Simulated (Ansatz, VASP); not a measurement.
## Cross-check of Si2P4W (WSi2P4 bilayer, AB) between VASP and Ansatz

One calculation is typed for both programs; each brings its own data sets. How far apart do they land? The cell is taken from a series of runs on this material, whose earlier steps may have relaxed, scaled, displaced or heated it; both programs get it as it stands.

Calculated with Ansatz 0.2.0; plane waves, with VASP 6.6.1 beside it; single point at r2SCAN with D4.

## (1) The structure

The cell holds 14 atoms: 8 P, 4 Si and 2 W. Its edges and angles: a = 3.440 Å, b = 3.440 Å, c = 40.043 Å, α = 90.0°, β = 90.0°, γ = 120.0°. Vacuum lies along c.

Structure file:

```
P Si W
1.0
     3.44043    0.00000    0.00000
    -1.72022    2.97950    0.00000
     0.00000    0.00000   40.04350
P Si W
8 4 2
Direct
  0.00000 0.00000 0.22476
  0.33333 0.66667 0.30617
  0.33333 0.66667 0.37717
  0.00000 0.00000 0.45855
  0.33333 0.66667 0.54147
  0.66667 0.33333 0.62284
  0.66667 0.33333 0.69383
  0.33333 0.66667 0.77524
  0.33333 0.66667 0.25013
  0.33333 0.66667 0.43319
  0.66667 0.33333 0.56681
  0.66667 0.33333 0.74987
  0.00000 0.00000 0.34167
  0.33333 0.66667 0.65833
```

## (2) VASP: single point, r2SCAN with D4

With cell and atoms fixed, the geometry can't cause a difference; cores, projectors, grids and the points listed under the comparison can.

Lines of VASP's logs that name or quote its potential files are left out, and so is its time.

Input file INCAR:

```
SYSTEM = Si2P4W
PREC = Accurate
ENCUT = 580
EDIFF = 1E-06
NELM = 120
ISMEAR = -1
SIGMA = 0.02585
LREAL = .FALSE.
ALGO = Normal
METAGGA = R2SCAN
IVDW = 13
VDW_S6 = 1
VDW_S8 = 0.6018749
VDW_A1 = 0.51559235
VDW_A2 = 5.77342911
LASPH = .TRUE.
NBANDS = 48
LORBIT = 11
LWAVE = .FALSE.
LCHARG = .FALSE.
ISIF = 2
LDIPOL = .TRUE.
IDIPOL = 3
DIPOL = 0.5 0.5 0.5
LVHAR = .TRUE.
GGA_COMPAT = .FALSE.
EFERMI = MIDGAP
NELMDL = -8
LMIXTAU = .TRUE.
KPAR = 4
```

Input file POSCAR:

```
Si2P4W
1.0
    3.4404336888      0.0000000000      0.0000000000
   -1.7202168444      2.9795029746      0.0000000000
    0.0000000000      0.0000000000     40.0434973317
P Si W
8 4 2
Direct
    0.0000000000      0.0000000000      0.2247555933
    0.3333333333      0.6666666667      0.3061721384
    0.3333333333      0.6666666667      0.3771723204
    0.0000000000      0.0000000000      0.4585450792
    0.3333333333      0.6666666667      0.5414708918
    0.6666666667      0.3333333333      0.6228377378
    0.6666666667      0.3333333333      0.6938273644
    0.3333333333      0.6666666667      0.7752444067
    0.3333333333      0.6666666667      0.2501312136
    0.3333333333      0.6666666667      0.4331884414
    0.6666666667      0.3333333333      0.5668117311
    0.6666666667      0.3333333333      0.7498686090
    0.0000000000      0.0000000000      0.3416675781
    0.3333333333      0.6666666667      0.6583315287
```

Input file KPOINTS:

```
Automatic mesh
0
Gamma
18 18 1
0 0 0
```

Potentials, in the order of the species: P, Si and W (PBE family, release 64).

Run with:

```sh
$ mpirun -np 4 vasp_std
```

Numbers of over 12 decimals in the logs are rounded to 6 here.

What it wrote:

```text
[banner, memory and clock lines left out]
running    4 mpi-ranks, on    1 nodes
 distrk:  each k-point on    1 cores,    4 groups
 distr:  one band on    1 cores,    1 groups

 POSCAR found type information on POSCAR P SiW
 POSCAR found :  3 types and      14 ions
|                                                                             |
|               ----> ADVICE to this user running VASP <----                  |
|                                                                             |
|     You enforced a specific xc type in the INCAR file but a different       |
|     [... a line on the potential file left out ...]
|     I HOPE YOU KNOW WHAT YOU ARE DOING!                                     |
|                                                                             |

 LDA part: xc-table for (None), standard interpolation
 POSCAR, INCAR and KPOINTS ok, starting setup
 FFT: planning ... GRIDC
 FFT: planning ... GRID_SOFT
 FFT: planning ... GRID
 WAVECAR not read
 entering main loop
       N       E                     dE             d eps       ncg     rms          rms(c)
DAV:   1     0.237771496905E+03    0.23777E+03   -0.28250E+04  3560   0.127E+03
DAV:   2    -0.187231348476E+03   -0.42500E+03   -0.40613E+03  4784   0.232E+02
DAV:   3    -0.223974080838E+03   -0.36743E+02   -0.36037E+02  4280   0.679E+01
DAV:   4    -0.225425417536E+03   -0.14513E+01   -0.14420E+01  5176   0.143E+01
DAV:   5    -0.225467141710E+03   -0.41724E-01   -0.41693E-01  4968   0.239E+00
DAV:   6    -0.225468566242E+03   -0.14245E-02   -0.14242E-02  5360   0.412E-01
DAV:   7    -0.225468609959E+03   -0.43716E-04   -0.43713E-04  5080   0.642E-02
DAV:   8    -0.225468611294E+03   -0.13355E-05   -0.13351E-05  4528   0.971E-03    0.350E+01
DAV:   9    -0.224223461736E+03    0.12451E+01   -0.90630E+00  4856   0.976E+00    0.175E+01
DAV:  10    -0.221730857835E+03    0.24926E+01   -0.32668E+00  4808   0.884E+00    0.824E+00
DAV:  11    -0.223194612173E+03   -0.14638E+01   -0.93796E-01  4584   0.468E+00    0.131E+00
DAV:  12    -0.222241553386E+03    0.95306E+00   -0.10802E-01  4528   0.160E+00    0.701E-01
DAV:  13    -0.222122812558E+03    0.11874E+00   -0.24219E-02  4424   0.673E-01    0.320E-01
DAV:  14    -0.221465655043E+03    0.65716E+00   -0.96622E-03  4112   0.495E-01    0.246E-01
[...]
DAV:  69    -0.213530398355E+03   -0.14692E-01   -0.27167E-04  3632   0.107E-01    0.181E-01
DAV:  70    -0.213524582354E+03    0.58160E-02   -0.33903E-05  3752   0.376E-02    0.188E-01
DAV:  71    -0.213495925320E+03    0.28657E-01   -0.63733E-04  3616   0.167E-01    0.190E-01
DAV:  72    -0.213474975574E+03    0.20950E-01   -0.32223E-03  3600   0.385E-01    0.221E-01
DAV:  73    -0.213476043744E+03   -0.10682E-02   -0.10203E-03  4096   0.210E-01    0.269E-01
DAV:  74    -0.213493075665E+03   -0.17032E-01   -0.64754E-04  3832   0.163E-01    0.294E-01
DAV:  75    -0.213487427415E+03    0.56483E-02   -0.24576E-04  3816   0.995E-02    0.292E-01
DAV:  76    -0.213487426780E+03    0.63552E-06   -0.24818E-06  3864   0.729E-03
   1 F= -.21544103E+03 E0= -.21544103E+03  d E =-.342933E-09
```

From OUTCAR (step 2):

```text
ion  position               nearest neighbor table
   1  0.000  0.000  0.225-   9 2.23   9 2.23   9 2.23
   2  0.333  0.667  0.306-   9 2.24  13 2.44  13 2.44  13 2.44   3 2.84
   3  0.333  0.667  0.377-  10 2.24  13 2.44  13 2.44  13 2.44   2 2.84
   4  0.000  0.000  0.459-  10 2.23  10 2.23  10 2.23
   5  0.333  0.667  0.541-  11 2.23  11 2.23  11 2.23
   6  0.667  0.333  0.623-  11 2.24  14 2.44  14 2.44  14 2.44   7 2.84
   7  0.667  0.333  0.694-  12 2.24  14 2.44  14 2.44  14 2.44   6 2.84
   8  0.333  0.667  0.775-  12 2.23  12 2.23  12 2.23
   9  0.333  0.667  0.250-   1 2.23   1 2.23   1 2.23   2 2.24
  10  0.333  0.667  0.433-   4 2.23   4 2.23   4 2.23   3 2.24
  11  0.667  0.333  0.567-   5 2.23   5 2.23   5 2.23   6 2.24
  12  0.667  0.333  0.750-   8 2.23   8 2.23   8 2.23   7 2.24
  13  0.000  0.000  0.342-   2 2.44   2 2.44   2 2.44   3 2.44   3 2.44   3 2.44
  14  0.333  0.667  0.658-   6 2.44   6 2.44   6 2.44   7 2.44   7 2.44   7 2.44

  LATTYP: Found a hexagonal cell.
 ALAT       =     3.4404336888
 C/A-ratio  =    11.6390841835

 Subroutine GETGRP returns: Found  6 space group operations
 (whereof  6 operations were pure point group operations)

The static configuration has the point symmetry C_3v.

 Found     37 irreducible k-points:

   k-points           NKPTS =     37   k-points in BZ     NKDIM =     37   number of bands    NBANDS=     48

   dimension x,y,z NGX =    28 NGY =   28 NGZ =  320
   dimension x,y,z NGXF=    56 NGYF=   56 NGZF=  640

   ENCUT  =  580.0 eV  42.63 Ry    6.53 a.u.   6.76  6.76 78.63*2*pi/ulx,y,z

   NELECT =      68.0000    total number of electrons

 k-points in reciprocal lattice and weights: Automatic mesh
   0.00000000  0.00000000  0.00000000       0.003
   0.05555556  0.00000000  0.00000000       0.019
   0.11111111  0.00000000  0.00000000       0.019
   0.16666667  0.00000000  0.00000000       0.019
   0.22222222  0.00000000  0.00000000       0.019
   0.27777778  0.00000000  0.00000000       0.019
   0.33333333  0.00000000  0.00000000       0.019
   0.38888889  0.00000000  0.00000000       0.019
   0.44444444  0.00000000  0.00000000       0.019
[...]
0.33333333  0.27777778  0.00000000       0.037
   0.33333333  0.33333333  0.00000000       0.006

 dipolmoment           0.000000      0.000000      0.001129 electrons x Angstroem

 average (electrostatic) potential at core
       1 -89.4967       2 -89.5459       3 -89.5437       4 -89.5283       5 -89.5043
       6 -89.5230       7 -89.5287       8 -89.4783       9 -90.9949      10 -91.0098
      11 -90.9843      12 -90.9757      13 -49.2253      14 -49.2071

 E-fermi :   2.2540

 k-point     1 :       0.0000    0.0000    0.0000
  band No.  band energies     occupation
    ...
     30       0.7950      2.00000
     31       0.8194      2.00000
     32       0.8194      2.00000
     33       1.3945      2.00000
     34       1.7418      2.00000
     35       4.6470      0.00000
     36       4.6470      0.00000
     37       4.6696      0.00000
     38       4.6696      0.00000
     39       4.9256      0.00000
    ...

 k-point     2 :       0.0556    0.0000    0.0000
  band No.  band energies     occupation
    ...
     30       0.7065      2.00000
     31       0.7324      2.00000
     32       0.8510      2.00000
     33       1.4196      2.00000
     34       1.7276      2.00000
     35       4.5467      0.00000
     36       4.5708      0.00000
     37       4.7553      0.00000
     38       4.7779      0.00000
     39       4.7808      0.00000
    ...

 k-point     3 :       0.1111    0.0000    0.0000
  band No.  band energies     occupation
    ...
     30       0.5086      2.00000
     31       0.5972      2.00000
     32       0.8610      2.00000
     33       1.3939      2.00000
     34       1.6258      2.00000
     35       4.2924      0.00000
     36       4.3461      0.00000
     37       4.4070      0.00000
     38       4.5385      0.00000
     39       5.0047      0.00000
    ...

  DFT-D4 for vdW energy calculation

  Edisp (eV):   -1.95361

  Total       8.93697     8.93697     7.41660    -0.00000     0.00000     0.00000
  in kB      34.88284    34.88284    28.94852    -0.00000     0.00000     0.00000
  external pressure =       32.90 kB  Pullay stress =        0.00 kB

  energy-cutoff  :      580.00
  volume of cell :      410.48
      direct lattice vectors                 reciprocal lattice vectors
     3.440433689  0.000000000  0.000000000     0.290661030  0.167813224  0.000000000
    -1.720216844  2.979502975  0.000000000     0.000000000  0.335626448  0.000000000
     0.000000000  0.000000000 40.043497332     0.000000000  0.000000000  0.024972844

 POSITION                                       TOTAL-FORCE (eV/Angst)
 -----------------------------------------------------------------------------------
      0.00000      0.00000      9.00000        -0.000000     -0.000000     -0.236075
     -0.00000      1.98634     12.26020         0.000000     -0.000000      0.097725
     -0.00000      1.98634     15.10330        -0.000000     -0.000000     -0.100015
      0.00000      0.00000     18.36175         0.000000     -0.000000      0.210670
     -0.00000      1.98634     21.68239         0.000000     -0.000000     -0.206770
      1.72022      0.99317     24.94060        -0.000000      0.000000      0.100845
      1.72022      0.99317     27.78327        -0.000000     -0.000000     -0.098327
     -0.00000      1.98634     31.04350         0.000000     -0.000000      0.235981
     -0.00000      1.98634     10.01613        -0.000000      0.000000     -0.114475
     -0.00000      1.98634     17.34638         0.000000     -0.000000      0.094372
      1.72022      0.99317     22.69712        -0.000000      0.000000     -0.098293
      1.72022      0.99317     30.02736         0.000000     -0.000000      0.114749
      0.00000      0.00000     13.68156        -0.000000      0.000000     -0.006920
     -0.00000      1.98634     26.36190         0.000000     -0.000000      0.006533
 -----------------------------------------------------------------------------------
    total drift:                               -0.000002      0.000001      0.000606

  FREE ENERGIE OF THE ION-ELECTRON SYSTEM (eV)
  ---------------------------------------------------
  free  energy   TOTEN  =      -215.4410318866 eV

  energy  without entropy=     -215.4410318863  energy(sigma->0) =     -215.44103189

 vacuum level on the upper side and lower side of the slab         7.381         7.361

 total charge
# of ion       s       p       d       tot
------------------------------------------
    1        1.056   1.508   0.000   2.564
    2        1.010   1.533   0.000   2.543
    3        1.010   1.533   0.000   2.543
    4        1.057   1.507   0.000   2.563
    5        1.057   1.507   0.000   2.564
    6        1.010   1.533   0.000   2.543
    7        1.010   1.533   0.000   2.543
    8        1.056   1.508   0.000   2.564
    9        0.735   0.929   0.000   1.664
   10        0.735   0.930   0.000   1.665
   11        0.735   0.930   0.000   1.665
   12        0.735   0.929   0.000   1.664
   13        0.545   0.656   4.305   5.506
   14        0.545   0.656   4.306   5.506
--------------------------------------------------
tot         12.294  17.193   8.611  38.098

[... 3 further parts left out ...]
```

(Part 1 of 2 ends here.)

[Lines on the potential files, build, host, timing and source positions are cut from VASP's logs without a mark.]

[Logs are printed without paths, hosts, clocks, repeated set-up lines and the standing remarks that a program may print on its own settings, such as how far it seeks lower states.]

[Hosts, paths, dates, database ids (printed as entryN), source tags and the programs' standing remarks are cut or masked in the printed files.]
